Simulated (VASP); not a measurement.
Computed with PBEsol GGA, VASP's PBE PAW potentials (set 64) (plane waves; VASP).

A VASP calculation is set up with these files.

### INCAR
```
ALGO  =  Normal
EDIFF  =  1E-7
ENCUT  =  520
GGA  =  PS
ISIF  =  2
ISMEAR  =  -5
LASPH  =  .TRUE.
LCHARG  =  .TRUE.
LMAXMIX  =  4
LORBIT  =  11
LREAL  =  .FALSE.
LWAVE  =  .FALSE.
NEDOS  =  601
NELM  =  100
PREC  =  Accurate
SYSTEM  =  PbO
```

### POSCAR
```
PbO
1.0
  3.9897209458   0.0000000000   0.0000000000
  0.0000000000   3.9897209458   0.0000000000
  0.0000000000   0.0000000000   5.0319030177
Pb O
2 2
Cartesian
  1.9948604729   0.0000000000   3.8458691360
  0.0000000000   1.9948604729   1.1860338817
  1.9948604729   1.9948604729   0.0000000000
  0.0000000000   0.0000000000   0.0000000000
```

**KPOINTS**
```
Automatic mesh
0
Gamma
6 6 5
0 0 0
```

POTCAR, in this order: Pb_d O (PBE.64 set). Program: vasp_std.

What VASP printed:

OUTCAR:
```
 ion  position               nearest neighbor table
   1  0.500  0.000  0.764-   3 2.32   4 2.32   3 2.32   4 2.32   2 3.69   2 3.69   2 3.69   2 3.69
                             2 3.88   2 3.88   2 3.88   2 3.88
   2  0.000  0.500  0.236-   3 2.32   4 2.32   4 2.32   3 2.32   1 3.69   1 3.69   1 3.69   1 3.69
                             1 3.88   1 3.88   1 3.88   1 3.88
   3  0.500  0.500  0.000-   1 2.32   2 2.32   1 2.32   2 2.32
   4  0.000  0.000  0.000-   1 2.32   2 2.32   2 2.32   1 2.32
  LATTYP: Found a simple tetragonal cell.
 ALAT       =     3.9897209458
 C/A-ratio  =     1.2612167833
 Subroutine PRICEL returns:
 Original cell was already a primitive cell.
 Subroutine GETGRP returns: Found 16 space group operations
The static configuration has the point symmetry D_2d.
 The point group associated with its full space group is D_4h.
The dynamic configuration has the point symmetry D_2d.
 Subroutine INISYM returns: Found 16 space group operations
 Subroutine IBZKPT returns following result:
 Found     30 irreducible k-points:

 Following reciprocal coordinates:
            Coordinates               Weight
  0.000000  0.000000  0.000000      1.000000
  0.166667  0.000000  0.000000      4.000000
  0.333333  0.000000  0.000000      4.000000
  0.500000  0.000000  0.000000      2.000000
  0.166667  0.166667  0.000000      4.000000
  0.333333  0.166667  0.000000      8.000000
  0.500000  0.166667  0.000000      4.000000
  0.333333  0.333333  0.000000      4.000000
  0.500000  0.333333  0.000000      4.000000
  0.500000  0.500000  0.000000      1.000000
  0.000000  0.000000  0.200000      2.000000
  0.166667  0.000000  0.200000      8.000000
  0.333333  0.000000  0.200000      8.000000
  0.500000  0.000000  0.200000      4.000000
  0.166667  0.166667  0.200000      8.000000
  0.333333  0.166667  0.200000     16.000000
  0.500000  0.166667  0.200000      8.000000
  0.333333  0.333333  0.200000      8.000000
...
```

File OSZICAR:
```
       N       E                     dE             d eps       ncg     rms          rms(c)
DAV:   1     0.450737061776E+03    0.45074E+03   -0.20174E+04  1440   0.198E+03
DAV:   2     0.293365212079E+02   -0.42140E+03   -0.41430E+03  1584   0.496E+02
DAV:   3    -0.251495250920E+02   -0.54486E+02   -0.54127E+02  1896   0.191E+02
DAV:   4    -0.269203064791E+02   -0.17708E+01   -0.17695E+01  1648   0.389E+01
DAV:   5    -0.269827026753E+02   -0.62396E-01   -0.62387E-01  2024   0.678E+00    0.114E+01
DAV:   6    -0.230967235761E+02    0.38860E+01   -0.31437E+01  2288   0.439E+01    0.525E+00
DAV:   7    -0.229145698207E+02    0.18215E+00   -0.29565E+00  1832   0.130E+01    0.250E+00
DAV:   8    -0.229137125162E+02    0.85730E-03   -0.94102E-01  2048   0.690E+00    0.143E+00
DAV:   9    -0.228722601195E+02    0.41452E-01   -0.22989E-01  2256   0.411E+00    0.253E-01
DAV:  10    -0.228744830973E+02   -0.22230E-02   -0.20259E-02  1584   0.885E-01    0.731E-02
DAV:  11    -0.228744457443E+02    0.37353E-04   -0.25950E-03  2448   0.413E-01    0.741E-02
DAV:  12    -0.228743996977E+02    0.46047E-04   -0.22578E-04  1960   0.157E-01    0.524E-02
DAV:  13    -0.228743720868E+02    0.27611E-04   -0.35282E-04  2328   0.169E-01    0.147E-02
DAV:  14    -0.228743688216E+02    0.32652E-05   -0.62945E-05  2184   0.817E-02    0.414E-03
DAV:  15    -0.228743683073E+02    0.51428E-06   -0.57882E-06  1976   0.264E-02    0.153E-03
DAV:  16    -0.228743685668E+02   -0.25953E-06   -0.50731E-07  1584   0.702E-03    0.284E-04
DAV:  17    -0.228743686470E+02   -0.80185E-07   -0.20816E-08   936   0.149E-03
   1 F= -.22874369E+02 E0= -.22874369E+02  d E =0.000000E+00
```

File OUTCAR:
```
------------------------ aborting loop because EDIFF is reached ----------------------------------------
  FORCE on cell =-STRESS in cart. coord.  units (eV):
  Direction    XX          YY          ZZ          XY          YZ          ZX
  --------------------------------------------------------------------------------------
  Total       -0.0034858     -0.0034858      0.0060506      0.0000000      0.0000000      0.0000000
  in kB       -0.0697263     -0.0697263      0.1210305      0.0000000      0.0000000      0.0000000
  external PRESSURE =      -0.0061407 kB  Pullay stress =       0.0000000 kB
  volume of cell :       80.10
      direct lattice vectors                 reciprocal lattice vectors
     3.989720946  0.000000000  0.000000000     0.250644096  0.000000000  0.000000000
     0.000000000  3.989720946  0.000000000     0.000000000  0.250644096  0.000000000
     0.000000000  0.000000000  5.031903018     0.000000000  0.000000000  0.198731970
 POSITION                                       TOTAL-FORCE (eV/Angst)
 -----------------------------------------------------------------------------------
      1.99486      0.00000      3.84587         0.000000      0.000000      0.013099
      0.00000      1.99486      1.18603         0.000000     -0.000000     -0.013099
      1.99486      1.99486      0.00000        -0.000000     -0.000000      0.000000
      0.00000      0.00000      0.00000         0.000000      0.000000      0.000000
 -----------------------------------------------------------------------------------
    total drift:                                0.000000      0.000000      0.000000
  FREE ENERGIE OF THE ION-ELECTRON SYSTEM (eV)
  ---------------------------------------------------
  free  energy   TOTEN  =       -22.8743686470 eV

  energy  without entropy=      -22.8743686470  energy(sigma->0) =      -22.87436865

 total charge

# of ion       s       p       d       tot
------------------------------------------
    1        1.366   0.628   9.877  11.872
    2        1.366   0.628   9.877  11.872
    3        1.574   3.371   0.000   4.946
    4        1.574   3.371   0.000   4.946
--------------------------------------------------
tot          5.881   7.999  19.755  33.634
```
(Selected blocks of OUTCAR.)

Without a dispersion term in the relaxation, distances and binding between the weakly bound layers, chains or molecules are unreliable, and so is what depends on them.

The compound is PbO in the litharge structure. It was relaxed first.
